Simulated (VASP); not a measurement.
An input for Quantum ESPRESSO's pw.x (written as the equivalent of a VASP run, and not itself run):

```
&CONTROL
  calculation = 'vc-relax'
  pseudo_dir = './pseudo'
  outdir = './out'
  tprnfor = .true.
  tstress = .true.
  nstep = 30
  forc_conv_thr = 0.00039
/
&SYSTEM
  ibrav = 0
  nat = 3
  ntyp = 2
  ecutwfc = 102
  occupations = 'smearing'
  smearing = 'gaussian'
  degauss = 0.003675
  input_dft = 'rpbe'
/
&ELECTRONS
  conv_thr = 7.3e-09
  electron_maxstep = 100
/
&IONS
/
&CELL
  cell_dofree = 'shape'
/
ATOMIC_SPECIES
  Cd 112.414 Cd.upf
  I 126.904 I.upf
CELL_PARAMETERS angstrom
     2.1743577   -3.7660983    0.0000000
     2.1743577    3.7660983    0.0000000
     0.0000000    0.0000000    8.3279055
ATOMIC_POSITIONS crystal
  Cd   0.0000000  0.0000000  0.0000000
  I    0.3333330  0.6666670  0.2024856
  I    0.6666670  0.3333330  0.7975144
K_POINTS automatic
  6 6 3 0 0 0
```

Write the VASP files for the same calculation (RPBE).

This is not unique; one that fits is 
File KPOINTS:
```
kpoints
0
Gamma
 6 6 3
0 0 0
```

POSCAR:
```
CdI2
1
    2.1743576708    -3.7660982796     0.0000000000
    2.1743576708     3.7660982796     0.0000000000
    0.0000000000     0.0000000000     8.3279055163
Cd I
1 2
Direct
  0.0000000000   0.0000000000   0.0000000000
  0.3333330000   0.6666670000   0.2024856049
  0.6666670000   0.3333330000   0.7975143951
```

INCAR:
```
! general
SYSTEM   =  CdI2
PREC     =  Accurate
ENCUT    =  520
LREAL    =  .FALSE.
LASPH    =  .TRUE.

! electronic loop
EDIFF    =  1E-7
NELM     =  100
ALGO     =  Normal
LMAXMIX  =  4

! smearing
ISMEAR   =  0
SIGMA    =  0.05

! functional
GGA      =  RP

! ions
IBRION   =  2
NSW      =  30
ISIF     =  4
EDIFFG   =  -0.01

! output
LWAVE    =  .FALSE.
LCHARG   =  .FALSE.
```

POTCAR, in this order: Cd I (PBE.64 set). Program: vasp_std.

The two are equivalent in intent, not identical: the potentials are each code's own (VASP's PAW set, PseudoDojo norm-conserving files in pw.x), so ENCUT and ecutwfc are chosen apart and not converted; conv_thr bounds pw.x's estimated SCF error, while EDIFF bounds the energy change between steps; forc_conv_thr acts on force components and is met together with etot_conv_thr.

The compound is CdI2 in the 1T layered structure. This cell is one point of a volume scan, at 0.94 of the reference volume. Symmetry was kept, so distortions that lower it aren't found.
